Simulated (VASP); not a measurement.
Given:

```
ZrSe2
1.0
    1.87618    -3.24964     0.00000
    1.87618     3.24964     0.00000
    0.00000     0.00000     6.07598
Zr Se
1 2
Direct
  0.00000   0.00000   0.00000
  0.33333   0.66667   0.26170
  0.66667   0.33333   0.73830
```

Level of theory: vdW-DF-cx, VASP's PBE PAW potentials (set 64) (plane waves; VASP). Run with 520 eV cut-off, Gaussian smearing of 0.050 eV, potentials Zr_sv Se.

**Question.** Give the energies of bands 7 to 15 at the high-symmetry points, in eV from the valence-band maximum.

**Answer.** 
```json
[
 {"band": "7", "Γ": "-5.04", "M": "-4.84", "K": "-4.00", "A": "-3.67", "L": "-4.92", "H": "-3.96"},
 {"band": "8", "Γ": "-2.74", "M": "-3.10", "K": "-3.79", "A": "-2.67", "L": "-3.93", "H": "-3.96"},
 {"band": "9", "Γ": "-2.74", "M": "-2.91", "K": "-3.79", "A": "-2.67", "L": "-2.81", "H": "-3.46"},
 {"band": "10", "Γ": "-0.09", "M": "-2.56", "K": "-2.50", "A": "-2.47", "L": "-2.75", "H": "-2.71"},
 {"band": "11", "Γ": "-0.09", "M": "-2.44", "K": "-2.50", "A": "-0.33", "L": "-1.05", "H": "-2.17"},
 {"band": "12", "Γ": "0.00", "M": "-1.50", "K": "-1.87", "A": "-0.33", "L": "-1.04", "H": "-2.17"},
 {"band": "13", "Γ": "0.95", "M": "0.31", "K": "1.70", "A": "0.91", "L": "0.07", "H": "1.75"},
 {"band": "14", "Γ": "0.95", "M": "2.49", "K": "2.52", "A": "0.91", "L": "2.49", "H": "1.98"},
 {"band": "15", "Γ": "1.28", "M": "2.90", "K": "2.52", "A": "1.77", "L": "2.87", "H": "1.98"}
]
```

The gap is indirect, 0.08 eV, from the valence maximum at Γ to the conduction minimum at L.

The compound is ZrSe2 in the 1T layered structure. It was relaxed first.
